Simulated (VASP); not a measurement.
Given:

```yaml
crystal:
  lattice:
    - [10.35498, 0.00000, 0.00000]
    - [0.00000, 4.67324, 0.00000]
    - [0.00000, 0.00000, 17.55321]
  atoms:
    - { symbol: Cs, position: [0.58415, 0.25000, 0.16990] }
    - { symbol: Cs, position: [0.41585, 0.75000, 0.83010] }
    - { symbol: Cs, position: [0.91585, 0.75000, 0.66990] }
    - { symbol: Cs, position: [0.08415, 0.25000, 0.33010] }
    - { symbol: Sn, position: [0.84136, 0.25000, 0.93810] }
    - { symbol: Sn, position: [0.15864, 0.75000, 0.06190] }
    - { symbol: Sn, position: [0.65864, 0.75000, 0.43810] }
    - { symbol: Sn, position: [0.34136, 0.25000, 0.56190] }
    - { symbol: I, position: [0.52685, 0.75000, 0.61560] }
    - { symbol: I, position: [0.47315, 0.25000, 0.38440] }
    - { symbol: I, position: [0.97315, 0.25000, 0.11560] }
    - { symbol: I, position: [0.02685, 0.75000, 0.88440] }
    - { symbol: I, position: [0.79401, 0.75000, 0.29136] }
    - { symbol: I, position: [0.20599, 0.25000, 0.70864] }
    - { symbol: I, position: [0.70599, 0.25000, 0.79136] }
    - { symbol: I, position: [0.29401, 0.75000, 0.20864] }
    - { symbol: I, position: [0.66611, 0.75000, 0.99863] }
    - { symbol: I, position: [0.33389, 0.25000, 0.00137] }
    - { symbol: I, position: [0.83389, 0.25000, 0.49863] }
    - { symbol: I, position: [0.16611, 0.75000, 0.50137] }
```

Computed with PBE GGA, VASP's PBE PAW potentials (set 64) (plane waves; VASP). Run with LREAL = Auto, 300 eV cut-off, 2×3×1 Γ-centred mesh, Gaussian smearing of 0.010 eV, potentials Cs_sv Sn_d I.

At this cut-off the stress carries a Pulay error, which pulls relaxed volumes low.

Question: What does the run give for the energy per atom (σ→0), pressure, largest force?

Answer: 
The energy per atom (σ→0) comes out as -2.791 eV/atom, the pressure comes out as 1.93 GPa and the largest force is 0.358 eV/Å.

Only differences to runs with the same potentials and settings are physical.

The structure comes from a computed database's CsSnI3 entry; how it stands against other phases isn't given here. The cell was not relaxed at this level. The k-mesh is coarse (spacing up to 0.45 per Å, 2π included), so the numbers may not be converged in it.
